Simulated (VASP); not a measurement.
A run of VASP 6.6.1 is set up as follows.

The input INCAR:

```
PREC = Accurate ; ENCUT = 600
EDIFF = 1E-6 ; ISMEAR = 1
SIGMA = 0.1 ; LREAL = F
LASPH = T ; NELM = 80
ALGO = Normal ; ISIF = 3
LWAVE = F ; LCHARG = F
GGA = PE ; IBRION = 2
NSW = 90 ; EDIFFG = -0.01
```

The input KPOINTS:

```
Automatic mesh
0
Gamma
  15 15 11
```

The input POSCAR:

```
TiB2
1.0
    2.9843719800      0.0000000000      0.0000000000
   -1.4921859900      2.5845419500      0.0000000000
    0.0000000000      0.0000000000      3.3261155200
Ti B
1 2
Direct
    0.0000000000      0.0000000000      0.0000000000
    0.3333333300      0.6666666700      0.5000000000
    0.6666666700      0.3333333300      0.5000000000
```

Potentials or basis: VASP PAW PBE potentials, release 64 (Ti_sv, B).

Launch:

```sh
$ cat potpaw_PBE.64/Ti_sv/POTCAR potpaw_PBE.64/B/POTCAR > POTCAR
$ mpirun -np 1 vasp_std > vasp.out
```

**Question.** Predict the relaxed cell.

**Answer.** a = 3.033 Å, b = 3.033 Å, c = 3.225 Å, α = 90.00°, β = 90.00°, γ = 120.00°.

**Question.** Predict the relaxed volume.

**Answer.** 8.56 Å³/atom.

**Question.** Estimate the band gap on the k mesh.

**Answer.** None (metal or under the smearing width).

**Question.** What does it give for the space group after relaxing (to 0.05 Å)?

**Answer.** P6/mmm (No. 191).

The path:
```csv
step,energy change (eV),largest force (eV/Å),pressure (GPa),volume (Å³)
1,0.0000,0.0000,2.29,25.66
2,-0.0429,0.0000,-3.94,26.09
3,-0.0447,0.0000,-3.00,26.02
4,-0.0470,0.0000,1.91,25.48
5,-0.0484,0.0000,-0.03,25.68
```
